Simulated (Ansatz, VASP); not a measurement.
# H4RuCl in VASP and in Ansatz

The input INCAR:

```
SYSTEM = H4RuCl
ALGO = Normal
EDIFF = 1E-6
ENCUT = 520
GGA = PE
ISIF = 2
ISMEAR = 0
ISPIN = 2
LASPH = .True.
LCHARG = .True.
LELF = .True.
LMAXMIX = 4
LORBIT = 11
LREAL = .False.
LVHAR = .True.
LWAVE = .False.
MAGMOM = 0 0 0 0 1 0
NBANDS = 26
NELM = 150
PREC = Accurate
SIGMA = 0.1
```

The input KPOINTS:

```
k-points
0
Gamma
  6 6 4
  0 0 0
```

Contents of POSCAR:

```
H4RuCl
1.0
    3.2502473400      0.0000000000      0.0000000000
    0.0000000000      3.2502473400      0.0000000000
    0.0000000000      0.0000000000      5.6022478300
H Ru Cl
4 1 1
Direct
    0.5000000000      0.0000000000      0.0000000000
    0.0000000000      0.5000000000      0.0000000000
    0.0000000000      0.0000000000      0.2770000100
    0.0000000000      0.0000000000      0.7229999900
    0.0000000000      0.0000000000      0.0000000000
    0.5000000000      0.5000000000      0.5000000000
```

Input for Ansatz:

```yaml
crystal:
  lattice:
    - [3.25024734, 0.0, 0.0]
    - [0.0, 3.25024734, 0.0]
    - [0.0, 0.0, 5.60224783]
  atoms:
    - { symbol: H, position: [0.5, 0.0, 0.0] }
    - { symbol: H, position: [0.0, 0.5, 0.0] }
    - { symbol: H, position: [0.0, 0.0, 0.27700001] }
    - { symbol: H, position: [0.0, 0.0, 0.72299999] }
    - { symbol: Ru, position: [0.0, 0.0, 0.0], spin: 1.0 }
    - { symbol: Cl, position: [0.5, 0.5, 0.5] }
basis:
  ecutwfc: 420
kpoints:
  mp_grid: { grid: [6, 6, 4] }
hamiltonian:
  xc: pbe
scf:
  occupations: { method: gaussian, width: 0.1 }
  lower_state_search: "off"
output:
  forces: true
  stress: true
  eigenvalues: true
  populations: true
magnetization:
  spin_polarized: true
```

Change from the starting cell: species swapped into the RbAlF4 type (P4/mmm, No. 123).

Alike in both runs: task single point; functional PBE; k mesh 6 × 6 × 4; occupations gaussian, width 0.1 eV; collinear spin.

```csv
,VASP,Ansatz
version,VASP 6.6.1,Ansatz 0.2.0
potentials or method,"VASP PAW PBE potentials, release 64 (H, Ru_pv, Cl)","scalar-relativistic, plane waves, PAW"
plane-wave cutoff (eV),520,420
valence electrons in the cell,25,27
```

Ansatz gave:

```
gap on the k mesh at the Fermi level (eV)                     : none
pressure (GPa)                                                : 10.9
largest component of the traceless stress (GPa)               : 7.89
rms of the force components (eV/Å)                            : 0.892
net moment per atom (μB)                                      : 0.24
size of the moment on the site where the two differ most (μB) : 0.59
```

Task: What did VASP give for the same quantities?

Result: gap on the k mesh at the Fermi level (eV): none; pressure (GPa): 10.8; largest component of the traceless stress (GPa): 7.88; rms of the force components (eV/Å): 0.896; net moment per atom (μB): 0.24; size of the moment on the site where the two differ most (μB): 1.26.

Site moments also hang on the region over which each program counts them. Atom by atom the forces differ by 0.004 eV/Å (rms over components). A gap of «none» marks a metal or a gap that the smearing closes. The two sets of potentials don't hold the same shells in valence.

Caveats: forces of over 1 eV/Å show positions far from the minimum, so gaps and moduli don't describe the material at rest.
